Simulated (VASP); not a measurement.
## Pt: elastic constants with PBE

Crystal: Pt.

```
CELL_PARAMETERS angstrom
0.00000 1.98349 1.98349
1.98349 0.00000 1.98349
1.98349 1.98349 0.00000
ATOMIC_POSITIONS crystal
Pt 0.00000 0.00000 0.00000
```

```yaml
Program: VASP 6.6.1
Task: elastic constants
Functional: PBE
Potentials_or_basis: VASP PAW PBE potentials, release 64 (Pt)
Cutoff: 600 eV
k_mesh: 30 × 30 × 30
Occupations: methfessel-paxton, width 0.2 eV
Spin: no spin polarisation
Ions_in_elastic_constants: relaxed
Further_INCAR_settings: ALGO = Normal; EDIFF = 1e-08; IBRION = 6; POTIM = 0.015; NSW = 1; ISIF = 3
```

```json
{
 "Elastic constants C11, C12, C44": "310, 220, 65 GPa",
 "Voigt bulk modulus": "250 GPa"
}
```

Elastic tensor in Voigt notation (GPa, in the Cartesian axes of the cell as first typed):
```
310 220 220   0   0   0
220 310 220   0   0   0
220 220 310   0   0   0
  0   0   0  65   0   0
  0   0   0   0  65   0
  0   0   0   0   0  65
```

Clamped-ion elastic tensor (GPa):
```
310 220 220   0   0   0
220 310 220   0   0   0
220 220 310   0   0   0
  0   0   0  65   0   0
  0   0   0   0  65   0
  0   0   0   0   0  65
```

It took 35 min on 2 MPI ranks on Intel(R) Xeon(R) Platinum 8488C (Sapphire Rapids), with other jobs on the host, peak memory 2.1 GiB a rank.

Spin-orbit coupling is left out, which matters for the levels of Pt.
